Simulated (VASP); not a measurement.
Method: r2SCAN+rVV10, VASP's PBE PAW potentials (set 64) (plane waves; VASP).

A VASP calculation is set up with these files.

### INCAR
```
LWAVE = .FALSE.
SYSTEM = LiH
LASPH = .TRUE.
EDIFF = 1E-7   # SCF stop (eV)
LCHARG = .FALSE.
NELM = 100
LMIXTAU = .TRUE.
ENCUT = 520   # plane-wave cut-off (eV)
PREC = Accurate
CPARAM = 0.0093
ISMEAR = 0
ALGO = Normal
ISIF = 2
SIGMA = 0.05
BPARAM = 11.95
METAGGA = R2SCAN
LUSE_VDW = .TRUE.
LREAL = .FALSE.   # projection in real space or not
```

### KPOINTS
```
Automatic mesh
0
Gamma
11 11 11
0 0 0
```

**POSCAR**
```
LiH
1
    0.0000000000     1.9924606372     1.9924606372
    1.9924606372     0.0000000000     1.9924606372
    1.9924606372     1.9924606372     0.0000000000
Li H
1 1
Direct
  0.0000000000   0.0000000000   0.0000000000
  0.5000000000   0.5000000000   0.5000000000
```

POTCAR, in this order: Li_sv H (PBE.64 set). Program: vasp_std.

What does the run give for the energy per atom (σ→0)?

```json
{
  "energy per atom (σ→0)": "-323.8 kJ/mol-atom"
}
```

File OSZICAR:
```
...
DAV:  14    -0.671098256568E+01   -0.14749E-04   -0.13904E-05   738   0.474E-02    0.150E-03
DAV:  15    -0.671098308216E+01   -0.51647E-06   -0.11791E-06   816   0.105E-02    0.573E-04
DAV:  16    -0.671098282491E+01    0.25725E-06   -0.46715E-07   708   0.863E-03    0.950E-04
DAV:  17    -0.671098469099E+01   -0.18661E-05   -0.33786E-07   672   0.616E-03    0.432E-04
DAV:  18    -0.671098433045E+01    0.36054E-06   -0.25786E-08   522   0.169E-03    0.116E-04
DAV:  19    -0.671098453853E+01   -0.20807E-06   -0.14890E-09   354   0.484E-04    0.729E-05
DAV:  20    -0.671098457243E+01   -0.33909E-07   -0.74266E-10   342   0.388E-04
   1 F= -.67109846E+01 E0= -.67109846E+01  d E =-.877927E-31
```

The compound is LiH in the rock salt structure. It was relaxed first, which changed the volume by -7 %.
